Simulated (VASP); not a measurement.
# O on Ag(100): which site?, part 3 of 7

Where does O sit on Ag(100), and how strongly does it bind?

VASP 6.6.1, plane waves and PAW; the level of theory is named at each step.

So far. Step 3 (The bulk reference, job self-consistent run, k-mesh …): The run ends at a pressure of 0.17 GPa. Step 4 (Surface relaxation): The run ended after 8 ionic steps, 0.031 eV below its first step, once the forces on the free atoms met EDIFFG = -0.03.

## Step 5: Potential and states of the slab

Level of this step: RPBE; plane waves and PAW (Ag) (VASP).

A static run writes the electrostatic potential without exchange and correlation (LVHAR), which is flat in the vacuum and gives the level to count from. The dipole correction cancels the field that unlike faces would set up across the vacuum.

Input file INCAR:

```
SYSTEM = Ag
PREC = Normal
ENCUT = 440
EDIFF = 1E-06
NELM = 120
ISMEAR = 1
SIGMA = 0.15
LREAL = Auto
ALGO = Fast
GGA = RP
NBANDS = 109
LASPH = .TRUE.
LORBIT = 11
LWAVE = .FALSE.
LCHARG = .FALSE.
KPAR = 2
NCORE = 2
IDIPOL = 3
LDIPOL = .TRUE.
DIPOL = 0.5 0.5 0.499
LVHAR = .TRUE.
LVACPOTAV = .TRUE.
NEDOS = 1500
```

Input file POSCAR:

```
Ag
1.0
    5.9540166507      0.0000000000      0.0000000000
    0.0000000000      5.9540166507      0.0000000000
    0.0000000000      0.0000000000     21.3151883235
Ag
16
Selective dynamics
Direct
    0.2500000000      0.2500000000      0.3518617800  F F F
    0.7500000000      0.2500000000      0.3518617800  F F F
    0.2500000000      0.7500000000      0.3518617800  F F F
    0.7500000000      0.7500000000      0.3518617800  F F F
    0.0000000000      0.0000000000      0.4506205900  F F F
    0.5000000000      0.0000000000      0.4506205900  F F F
    0.0000000000      0.5000000000      0.4506205900  F F F
    0.5000000000      0.5000000000      0.4506205900  F F F
    0.2500000000      0.2500000000      0.5489664921  T T T
    0.7500000000      0.2500000000      0.5489664921  T T T
    0.2500000000      0.7500000000      0.5489664921  T T T
    0.7500000000      0.7500000000      0.5489664921  T T T
    0.0000000000      0.0000000000      0.6442746831  T T T
    0.5000000000      0.0000000000      0.6442746831  T T T
    0.0000000000      0.5000000000      0.6442746831  T T T
    0.5000000000      0.5000000000      0.6442746831  T T T
```

Input file KPOINTS:

```
Automatic mesh
0
Gamma
4 4 1
0 0 0
```

The projector-augmented-wave data sets are Ag (PBE family, release 64).

Launch:

```bash
> mpirun -np 4 vasp_std
```

Log:

```text
[... set-up lines as in an earlier step ...]
 entering main loop
       N       E                     dE             d eps       ncg     rms          rms(c)
DAV:   1     0.101611296505E+04    0.10161E+04   -0.73322E+04  1316   0.122E+03
DAV:   2     0.608464647621E+01   -0.10100E+04   -0.94683E+03  1428   0.279E+02
DAV:   3    -0.341855895441E+02   -0.40270E+02   -0.39311E+02  1440   0.528E+01
DAV:   4    -0.347604210036E+02   -0.57483E+00   -0.57374E+00  1480   0.643E+00
DAV:   5    -0.347722982610E+02   -0.11877E-01   -0.11873E-01  1566   0.916E-01    0.143E+01
RMM:   6    -0.324522421740E+02    0.23201E+01   -0.75823E+00  1313   0.953E+00    0.987E+00
RMM:   7    -0.323781930663E+02    0.74049E-01   -0.74898E-01  1359   0.235E+00    0.553E+00
RMM:   8    -0.324121169331E+02   -0.33924E-01   -0.10799E-01  1436   0.980E-01    0.828E-01
RMM:   9    -0.323674718265E+02    0.44645E-01   -0.36293E-02  1458   0.482E-01    0.325E-01
RMM:  10    -0.323599073688E+02    0.75645E-02   -0.56192E-03  1434   0.237E-01    0.120E-01
RMM:  11    -0.323580879343E+02    0.18194E-02   -0.81533E-04  1452   0.763E-02    0.685E-02
RMM:  12    -0.323561677003E+02    0.19202E-02   -0.99638E-04  1512   0.744E-02    0.323E-02
RMM:  13    -0.323560394243E+02    0.12828E-03   -0.17295E-04  1487   0.360E-02    0.173E-02
RMM:  14    -0.323564157643E+02   -0.37634E-03   -0.10918E-04  1516   0.210E-02    0.130E-02
RMM:  15    -0.323566110399E+02   -0.19528E-03   -0.44714E-05  1500   0.118E-02    0.440E-03
RMM:  16    -0.323567032688E+02   -0.92229E-04   -0.15534E-05  1441   0.738E-03    0.333E-03
RMM:  17    -0.323567266545E+02   -0.23386E-04   -0.55289E-06  1051   0.447E-03    0.346E-03
RMM:  18    -0.323567628028E+02   -0.36148E-04   -0.37177E-06  1003   0.345E-03    0.183E-03
RMM:  19    -0.323568059491E+02   -0.43146E-04   -0.12809E-06   950   0.186E-03    0.115E-03
RMM:  20    -0.323568360201E+02   -0.30071E-04   -0.11983E-06   935   0.150E-03    0.501E-04
RMM:  21    -0.323568420604E+02   -0.60403E-05   -0.17021E-07   435   0.644E-04    0.168E-04
RMM:  22    -0.323568442519E+02   -0.21915E-05   -0.10982E-07   488   0.718E-04    0.226E-04
RMM:  23    -0.323568444825E+02   -0.23064E-06   -0.65957E-09   297   0.521E-04
 -----------------------------------------------------------------------------
|                                                                             |
|           W    W    AA    RRRRR   N    N  II  N    N   GGGG   !!!           |
|           W    W   A  A   R    R  NN   N  II  NN   N  G    G  !!!           |
|           W    W  A    A  R    R  N N  N  II  N N  N  G       !!!           |
|           W WW W  AAAAAA  RRRRR   N  N N  II  N  N N  G  GGG   !            |
|           WW  WW  A    A  R   R   N   NN  II  N   NN  G    G                |
|           W    W  A    A  R    R  N    N  II  N    N   GGGG   !!!           |
|                                                                             |
|     Did not find any points to average over, which means that no vacuum     |
|     field-free region was found. Please increase the size of  your cell     |
|     in the dimension of the dipole correction to obtain accurate            |
|     workfunction values.                                                    |
|                                                                             |
 -----------------------------------------------------------------------------

   1 F= -.32356844E+02 E0= -.32364023E+02  d E =0.215370E-01
```

The job ended after 78 s (4 MPI ranks of AMD EPYC 7R43, shared host; peak memory 1.1 GiB).

OUTCAR, selected parts (step 5):

```text
   NELECT =     176.0000    total number of electrons

 dipolmoment           0.000000      0.000000     -0.003462 electrons x Angstroem

 E-fermi :   0.6451

 k-point     1 :       0.0000    0.0000    0.0000
  band No.  band energies     occupation
    ...
     84       0.1677      2.00006
     85       0.1677      2.00006
     86       0.1887      2.00015
     87       0.1887      2.00015
     88       0.5300      1.96263
     89       0.8166     -0.06863
     90       0.8166     -0.06863
     91       0.8504     -0.06571
     92       0.8504     -0.06571
     93       2.0757     -0.00000
    ...

  Total       -0.3825842     -0.3825842     -1.9172462      0.0000000      0.0000000      0.0000000
  in kB       -0.8112007     -0.8112007     -4.0651746      0.0000000      0.0000000      0.0000000
  external PRESSURE =      -1.8958586 kB  Pullay stress =       0.0000000 kB

 POSITION                                       TOTAL-FORCE (eV/Angst)
 -----------------------------------------------------------------------------------
      1.48850      1.48850      7.50000        -0.000000      0.000000      0.170028
      4.46551      1.48850      7.50000        -0.000000     -0.000000      0.170028
      1.48850      4.46551      7.50000        -0.000000     -0.000000      0.170028
      4.46551      4.46551      7.50000        -0.000000     -0.000000      0.170028
      0.00000      0.00000      9.60506        -0.000000     -0.000000     -0.143116
      2.97701      0.00000      9.60506        -0.000000      0.000000     -0.143116
      0.00000      2.97701      9.60506        -0.000000     -0.000000     -0.143116
      2.97701      2.97701      9.60506        -0.000000      0.000000     -0.143116
      1.48850      1.48850     11.70132         0.000000      0.000000     -0.024099
      4.46551      1.48850     11.70132         0.000000     -0.000000     -0.024099
      1.48850      4.46551     11.70132         0.000000      0.000000     -0.024099
      4.46551      4.46551     11.70132         0.000000     -0.000000     -0.024099
      0.00000      0.00000     13.73284        -0.000000      0.000000     -0.002813
      2.97701      0.00000     13.73284         0.000000      0.000000     -0.002813
      0.00000      2.97701     13.73284        -0.000000      0.000000     -0.002813
      2.97701      2.97701     13.73284        -0.000000     -0.000000     -0.002813
 -----------------------------------------------------------------------------------
    total drift:                                0.000000     -0.000000     -0.084693

  FREE ENERGIE OF THE ION-ELECTRON SYSTEM (eV)
  ---------------------------------------------------
  free  energy   TOTEN  =       -32.3568444825 eV

  energy  without entropy=      -32.3783814521  energy(sigma->0) =      -32.36402347

 vacuum level on the upper side and lower side of the slab         4.485         4.502

[... 7 parts as in an earlier step ...]

[... 10 further parts left out ...]
```

This step gave:

* electronic cycles: 23
* Fermi energy: 0.6451 eV
* dipole moment: 0, 0, -0.003462 e·Å
* vacuum levels: 4.485, 4.502 eV
* work functions of the upper and lower face: 3.840, 3.857 eV

Zero at the Fermi level. The planar average of the electrostatic potential by height:

| height (Å) | planar average of the electrostatic potential (eV) |
| --- | --- |
| 0.0 | 3.85 |
| 0.5 | 3.86 |
| 1.0 | 3.86 |
| 1.5 | 3.86 |
| 2.0 | 3.86 |
| 2.5 | 3.86 |
| 3.0 | 3.86 |
| 3.5 | 3.86 |
| 4.0 | 3.85 |
| 4.5 | 3.84 |
| 5.0 | 3.79 |
| 5.5 | 3.64 |
| 6.0 | 3.10 |
| 6.5 | 1.05 |
| 7.0 | -8.16 |
| 7.5 | -14.0 |
| 8.0 | -8.19 |
| 8.5 | -0.151 |
| 9.0 | -6.09 |
| 9.5 | -13.7 |
| 10.0 | -10.3 |
| 10.5 | -1.07 |
| 11.0 | -4.14 |
| 11.5 | -13.0 |
| 12.0 | -11.9 |
| 12.5 | -2.64 |
| 13.0 | -3.69 |
| 13.5 | -12.7 |
| 14.0 | -12.3 |
| 14.5 | -2.49 |
| 15.0 | 2.47 |
| 15.5 | 3.45 |
| 16.0 | 3.72 |
| 16.5 | 3.81 |
| 17.0 | 3.83 |
| 17.5 | 3.84 |
| 18.0 | 3.84 |
| 18.5 | 3.84 |
| 19.0 | 3.84 |
| 19.5 | 3.84 |
| 20.0 | 3.84 |
| 20.5 | 3.84 |
| 21.0 | 3.84 |

Density of states in the PAW spheres, an atom over height of the layer and energy from the Fermi level.

Values in states/eV, 22 rows by 4 columns, each cell a mean:
```
0.18 0.18 0.17 0.18
0.16 0.19 0.20 0.16
0.20 0.23 0.24 0.20
0.09 0.10 0.10 0.09
0.12 0.09 0.09 0.11
0.21 0.23 0.23 0.21
0.14 0.12 0.12 0.13
0.19 0.26 0.27 0.20
0.74 0.95 0.95 0.79
3.48 4.07 4.15 3.46
4.54 3.21 3.08 4.36
5.06 2.71 2.38 4.63
3.52 3.56 3.60 3.75
2.77 2.79 2.60 2.53
2.75 3.03 2.87 2.75
0.93 2.98 3.55 1.46
0.13 0.53 0.67 0.21
0.03 0.08 0.09 0.03
0.01 0.04 0.05 0.02
0.00 0.00 0.00 0.00
0.00 0.00 0.00 0.00
0.00 0.00 0.00 0.00
```
Columns: height of the layer (Å) from 7.5 to 13.7; rows upwards: energy from the Fermi level (eV) from -7.9 to 0.5.

Force by atom:

```csv
atom,x (eV/Å),y (eV/Å),z (eV/Å),size
Ag1,0.000,0.000,0.170,0.170
Ag2,0.000,0.000,0.170,0.170
Ag3,0.000,0.000,0.170,0.170
Ag4,0.000,0.000,0.170,0.170
Ag5,0.000,0.000,-0.143,0.143
Ag6,0.000,0.000,-0.143,0.143
Ag7,0.000,0.000,-0.143,0.143
Ag8,0.000,0.000,-0.143,0.143
Ag9,0.000,0.000,-0.024,0.024
Ag10,0.000,0.000,-0.024,0.024
Ag11,0.000,0.000,-0.024,0.024
Ag12,0.000,0.000,-0.024,0.024
Ag13,0.000,0.000,-0.003,0.003
Ag14,0.000,0.000,-0.003,0.003
Ag15,0.000,0.000,-0.003,0.003
Ag16,0.000,0.000,-0.003,0.003
```

The map of layer states is cut here 0.5 eV above the Fermi level, so it leaves out the states above that.

The vacuum level lies 3.84 eV above the Fermi level at the upper face; both faces agree, as the slab has next to no dipole.

The program found no field-free point at its default tolerance, but its printed level agrees with the flat part of the planar average.

On this mesh the fine structure of the density of states is sampling noise, and high empty states may be cut by the number of bands.

## Step 6: Relaxing the atoms

This step: RPBE, spin-polarised, with small moments to start from; plane waves and PAW (O) (VASP 6.6.1).

System of this step: O2. The cell holds 2 atoms: 2 O. Its edges and angles: a = 11.000 Å, b = 11.500 Å, c = 14.000 Å, α = 90.0°, β = 90.0°, γ = 90.0°. Vacuum lies along a, b and c.

The reference for O is the O2 molecule, relaxed in a box at the cutoff of the large cell.

Input file INCAR:

```
SYSTEM = O
PREC = Normal
ENCUT = 440
EDIFF = 1E-05
NELM = 120
ISMEAR = 0
SIGMA = 0.01
LREAL = .FALSE.
ALGO = Fast
GGA = RP
NBANDS = 15
ISPIN = 2
MAGMOM = 1 1
LORBIT = 11
LWAVE = .FALSE.
LCHARG = .FALSE.
NCORE = 4
LASPH = .TRUE.
IBRION = 2
NSW = 20
ISIF = 2
EDIFFG = -0.03
POTIM = 0.4
MAXMIX = 40
ISYM = 0
```

Input file POSCAR:

```
O
1.0
   11.0000000000      0.0000000000      0.0000000000
    0.0000000000     11.5000000000      0.0000000000
    0.0000000000      0.0000000000     14.0000000000
O
2
Direct
    0.5000000000      0.5000000000      0.4567857100
    0.5000000000      0.5000000000      0.5432142900
```

Input file KPOINTS:

```
Automatic mesh
0
Gamma
1 1 1
0 0 0
```

The projector-augmented-wave data sets are O (PBE family, release 64).

Launch:

```bash
> mpirun -np 4 vasp_gam
```

Log:

```text
[banner, memory and clock lines left out]
running    4 mpi-ranks, on    1 nodes
 distrk:  each k-point on    4 cores,    1 groups
 distr:  one band on    4 cores,    1 groups

 POSCAR found type information on POSCAR O
 POSCAR found :  1 types and       2 ions
 [... a notice as in an earlier step ...]

 LDA part: xc-table for (Slater+PW92), standard interpolation
 POSCAR, INCAR and KPOINTS ok, starting setup
 FFT: planning ... GRIDC
 FFT: planning ... GRID_SOFT
 FFT: planning ... GRID
 WAVECAR not read
 entering main loop
       N       E                     dE             d eps       ncg     rms          rms(c)
DAV:   1     0.139283393174E+03    0.13928E+03   -0.22581E+03    76   0.350E+02
DAV:   2     0.519645411350E+02   -0.87319E+02   -0.83680E+02    98   0.673E+01
DAV:   3    -0.264736044360E+01   -0.54612E+02   -0.53938E+02    88   0.743E+01
DAV:   4    -0.941644070781E+01   -0.67691E+01   -0.67658E+01    74   0.338E+01
DAV:   5    -0.949087392853E+01   -0.74433E-01   -0.74433E-01    90   0.358E+00    0.651E+00
RMM:   6    -0.926455630346E+01    0.22632E+00   -0.11756E+00    60   0.723E+00    0.309E+00
RMM:   7    -0.955858261545E+01   -0.29403E+00   -0.20550E-01    60   0.320E+00    0.157E+00
RMM:   8    -0.956153536072E+01   -0.29527E-02   -0.16979E-01    60   0.253E+00    0.411E-01
RMM:   9    -0.957339231886E+01   -0.11857E-01   -0.18849E-02    60   0.992E-01    0.241E-01
RMM:  10    -0.957527391475E+01   -0.18816E-02   -0.44293E-03    60   0.453E-01    0.779E-02
RMM:  11    -0.957549327329E+01   -0.21936E-03   -0.85612E-04    62   0.184E-01    0.307E-02
RMM:  12    -0.957566205540E+01   -0.16878E-03   -0.24735E-04    60   0.893E-02    0.196E-02
RMM:  13    -0.957585753058E+01   -0.19548E-03   -0.78148E-05    59   0.508E-02    0.789E-03
RMM:  14    -0.957590188349E+01   -0.44353E-04   -0.17071E-05    53   0.233E-02    0.355E-03
RMM:  15    -0.957606056732E+01   -0.15868E-03   -0.15652E-05    52   0.206E-02    0.519E-03
RMM:  16    -0.957613309413E+01   -0.72527E-04   -0.83938E-06    49   0.128E-02    0.180E-03
RMM:  17    -0.957619439028E+01   -0.61296E-04   -0.64060E-06    48   0.113E-02    0.214E-03
RMM:  18    -0.957624780093E+01   -0.53411E-04   -0.48174E-06    46   0.885E-03    0.153E-03
RMM:  19    -0.957626082096E+01   -0.13020E-04   -0.19081E-06    44   0.569E-03    0.758E-04
RMM:  20    -0.957627336200E+01   -0.12541E-04   -0.12412E-06    48   0.501E-03    0.701E-04
RMM:  21    -0.957628707788E+01   -0.13716E-04   -0.69090E-07    41   0.320E-03    0.625E-04
RMM:  22    -0.957629654135E+01   -0.94635E-05   -0.48357E-07    38   0.305E-03
   1 F= -.95762965E+01 E0= -.95762965E+01  d E =-.957630E+01  mag=     2.0000
 curvature:   0.00 expect dE= 0.000E+00 dE for cont linesearch  0.000E+00
 trial: gam= 0.00000 g(F)=  0.404E+00 g(S)=  0.000E+00 ort = 0.000E+00 (trialstep = 0.100E+01)
 search vector abs. value=  0.404E+00
 bond charge predicted
       N       E                     dE             d eps       ncg     rms          rms(c)
DAV:   1    -0.897074198062E+01    0.60555E+00   -0.94214E+01    88   0.624E+01    0.370E+00
RMM:   2    -0.907449303279E+01   -0.10375E+00   -0.32097E+00    60   0.114E+01    0.279E+00
RMM:   3    -0.903649114752E+01    0.38002E-01   -0.50272E-01    60   0.459E+00    0.570E-01
RMM:   4    -0.906772651737E+01   -0.31235E-01   -0.26136E-01    60   0.287E+00    0.695E-01
RMM:   5    -0.906117518719E+01    0.65513E-02   -0.31477E-02    60   0.115E+00    0.194E-01
RMM:   6    -0.906318675231E+01   -0.20116E-02   -0.65529E-03    60   0.528E-01    0.630E-02
RMM:   7    -0.906428267402E+01   -0.10959E-02   -0.17839E-03    60   0.263E-01    0.141E-02
RMM:   8    -0.906466893603E+01   -0.38626E-03   -0.22335E-04    60   0.922E-02    0.521E-03
RMM:   9    -0.906477433113E+01   -0.10540E-03   -0.84673E-05    58   0.437E-02    0.876E-03
RMM:  10    -0.906483298736E+01   -0.58656E-04   -0.95888E-06    48   0.169E-02    0.698E-03
RMM:  11    -0.906490070315E+01   -0.67716E-04   -0.86700E-06    49   0.198E-02    0.498E-03
RMM:  12    -0.906493955342E+01   -0.38850E-04   -0.72602E-06    48   0.149E-02    0.122E-03
RMM:  13    -0.906495885365E+01   -0.19300E-04   -0.16050E-06    48   0.701E-03    0.116E-03
RMM:  14    -0.906496733249E+01   -0.84788E-05   -0.76955E-07    42   0.450E-03
   2 F= -.90649673E+01 E0= -.90649673E+01  d E =0.511329E+00  mag=     2.0000
[...]
3 F= -.96083838E+01 E0= -.96083838E+01  d E =-.320872E-01  mag=     2.0000
 curvature:  -0.13 expect dE=-0.112E-03 dE for cont linesearch -0.112E-03
 ZBRENT: interpolating
 opt :   0.1667  next Energy=    -9.608454 (dE=-0.322E-01)
 bond charge predicted
       N       E                     dE             d eps       ncg     rms          rms(c)
DAV:   1    -0.960849178196E+01   -0.10925E-03   -0.55559E-03    74   0.490E-01    0.304E-02
RMM:   2    -0.960850896961E+01   -0.17188E-04   -0.82806E-05    58   0.654E-02    0.827E-03
RMM:   3    -0.960851156384E+01   -0.25942E-05   -0.11461E-05    50   0.250E-02
   4 F= -.96085116E+01 E0= -.96085116E+01  d E =-.322150E-01  mag=     2.0000
 curvature:  -0.08 expect dE=-0.196E-05 dE for cont linesearch -0.196E-05
 trial: gam= 0.00000 g(F)=  0.235E-04 g(S)=  0.000E+00 ort =-0.308E-02 (trialstep = 0.833E+00)
 search vector abs. value=  0.235E-04
 reached required accuracy - stopping structural energy minimisation
```

It took 35 s on 4 MPI ranks; peak memory 1 GiB; 2.2 min of CPU time.

Parts of OUTCAR (step 6):

```text
   k-points           NKPTS =      1   k-points in BZ     NKDIM =      1   number of bands    NBANDS=     15

   ENCUT  =  440.0 eV  32.34 Ry    5.69 a.u.  18.81 19.67 23.94*2*pi/ulx,y,z

   NELECT =      12.0000    total number of electrons

 E-fermi :  -6.8663

 spin component 1
 k-point     1 :       0.0000    0.0000    0.0000
  band No.  band energies     occupation
    ...
      3     -13.3010      1.00000
      4     -13.1601      1.00000
      5     -13.1596      1.00000
      6      -6.9591      1.00000
      7      -6.9582      1.00000
      8      -0.3509      0.00000
      9       0.3241      0.00000
     10       0.5227      0.00000
     11       0.7900      0.00000
     12       0.8716      0.00000
    ...

 spin component 2
 k-point     1 :       0.0000    0.0000    0.0000
  band No.  band energies     occupation
      1     -31.1364      1.00000
      2     -18.9175      1.00000
      3     -12.4114      1.00000
      4     -11.2593      1.00000
      5     -11.2590      1.00000
      6      -4.5926      0.00000
      7      -4.5921      0.00000
      8      -0.2530      0.00000
      9       0.4827      0.00000
     10       0.5688      0.00000
    ...

  Total       -0.5140066     -0.5283883     -0.4231482      0.0000003     -0.0000023     -0.0000007
  in kB       -0.4650083     -0.4780191     -0.3828111      0.0000003     -0.0000021     -0.0000007
  external PRESSURE =      -0.4419462 kB  Pullay stress =       0.0000000 kB

 POSITION                                       TOTAL-FORCE (eV/Angst)
 -----------------------------------------------------------------------------------
      5.50000      5.75000      6.38027         0.000004     -0.000000      0.017434
      5.50000      5.75000      7.61973        -0.000004      0.000000     -0.017434
 -----------------------------------------------------------------------------------
    total drift:                               -0.000005     -0.000006      0.000150

  FREE ENERGIE OF THE ION-ELECTRON SYSTEM (eV)
  ---------------------------------------------------
  free  energy   TOTEN  =        -9.6085115638 eV

  energy  without entropy=       -9.6085115638  energy(sigma->0) =       -9.60851156

 magnetization (x)
# of ion       s       p       d       tot
------------------------------------------
    1        0.010   0.805   0.000   0.815
    2        0.010   0.805   0.000   0.815
--------------------------------------------------
tot          0.020   1.611   0.000   1.630

[... 1 part as in an earlier step ...]

[... 7 further parts left out ...]
```

CONTCAR:

```
O
   1.00000000000000
    11.0000000000000000    0.0000000000000000    0.0000000000000000
     0.0000000000000000   11.5000000000000000    0.0000000000000000
     0.0000000000000000    0.0000000000000000   14.0000000000000000
  O
     2
Direct
     0.4999999972483732    0.5000000041004318    0.4557337175512362
     0.5000000027516267    0.4999999958995682    0.5442662824487638
```

The steps of the relaxation:

```csv
step,energy less that of the first step (eV),largest force (eV/Å)
1,0.0000,2.2887
2,0.5113,6.2089
3,-0.0321,0.1048
4,-0.0322,0.0174
```

The atoms that moved most (Å):

```csv
atom,dx,dy,dz,length
O1,0.000,0.000,-0.015,0.015
O2,0.000,0.000,0.015,0.015
```

The relaxed structure:

```xyz
2
Lattice="11.0000 0.0000 0.0000 0.0000 11.5000 0.0000 0.0000 0.0000 14.0000" Properties=species:S:1:pos:R:3
O     5.5000    5.7500    6.3803
O     5.5000    5.7500    7.6197
```

Numbers from this step:

- electronic cycles: 49
- electrons: 12
- free energy (TOTEN): -9.609 eV
- moment of the cell, from the last line of the log: 2 μB
- gap between the highest filled and lowest empty level: 2.366 eV

Spin moment in the PAW sphere by atom:

```
atom  spin moment in the PAW sphere (μB)
  O1                               0.815
  O2                               0.815
```

The run ended after 4 ionic steps, 0.032 eV below its first step, once the forces on the free atoms met EDIFFG = -0.03.

Energy at zero smearing: -9.60851 eV.

(Continued in part 4 of 7.)

[Lines on the potential files, build, host, timing and source positions are cut from VASP's logs without a mark.]

[Logs are printed without paths, hosts, clocks, repeated set-up lines and the standing remarks that a program may print on its own settings, such as how far it seeks lower states.]

[Hosts, paths, dates, database ids (printed as entryN), source tags and the programs' standing remarks are cut or masked in the printed files.]

[Runs that stopped without an error message from VASP are left out.]
